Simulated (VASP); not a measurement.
## Al: single point with PBE

The system is Al.

```
CELL_PARAMETERS angstrom
0.00000 1.96397 1.96397
1.96397 0.00000 1.96397
1.96397 1.96397 0.00000
ATOMIC_POSITIONS crystal
Al 0.00000 0.00000 0.00000
```

The cell isn't the ideal one: a relaxed cell with its volume scaled by 0.91.

```
Program             : VASP 6.6.1
Task                : single point
Functional          : PBE
Potentials or basis : VASP PAW PBE potentials, release 64 (Al)
Cutoff              : 520 eV
k mesh              : 4 × 4 × 4
Occupations         : gaussian, width 0.1 eV
Spin                : no spin polarisation
```

* Pressure: 9.6 GPa
* Band gap on the k mesh: none (metal or under the smearing width)

Levels at points of the mesh, in eV from the Fermi level:
```
           k point  band 1  band 2  band 3  band 4
(0.00, 0.00, 0.00)  -11.00   13.85   13.85   13.85
(0.50, 0.00, 0.00)   -4.20   -3.75   12.60   12.60
(0.50, 0.50, 0.00)   -2.39   -0.89    6.02    6.75
```

Wall time 1.5 s on 1 thread of Intel(R) Xeon(R) 6975P-C (Granite Rapids), on a shared host, peak memory 0.12 GiB.

Caveat: the k mesh is coarse (spacing up to 0.69 Å⁻¹), so the values aren't converged.
